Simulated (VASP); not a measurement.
Input:

```yaml
crystal:
  lattice:
    - [3.98417, 0.00000, 0.00000]
    - [0.00000, 3.98417, 0.00000]
    - [0.00000, 0.00000, 4.11724]
  atoms:
    - { symbol: Ba, position: [0.00000, 0.00000, 0.00442] }
    - { symbol: Ti, position: [0.50000, 0.50000, 0.52333] }
    - { symbol: O, position: [0.50000, 0.50000, 0.96881] }
    - { symbol: O, position: [0.00000, 0.50000, 0.48372] }
    - { symbol: O, position: [0.50000, 0.00000, 0.48372] }
```

These are PBE GGA with D3 dispersion (Becke-Johnson damping), VASP's PBE PAW potentials (set 64) (plane waves; VASP 6.6.1) values and carry that method's errors. Settings: 520 eV cut-off, 6×6×6 Γ-centred mesh, tetrahedra with Blöchl corrections, potentials Ba_sv Ti_sv O.

The cores are frozen, which limits the accuracy of field gradients.

Question: Give the principal components of the electric field gradient (V/Å²) and the asymmetry η at each nucleus.

Answer: 
| atom | Vxx | Vyy | Vzz | η |
|---|---|---|---|---|
| Ba1 | 3.6 | 3.6 | -7.2 | 0.00 |
| Ti2 | -7.2 | -7.2 | 14.5 | 0.00 |
| O3 | -7.8 | -7.8 | 15.6 | 0.00 |
| O4 | -16.1 | -10.1 | 26.1 | 0.23 |
| O5 | -16.1 | -10.1 | 26.1 | 0.23 |

The compound is BaTiO3 in the tetragonal perovskite structure. It was relaxed first.
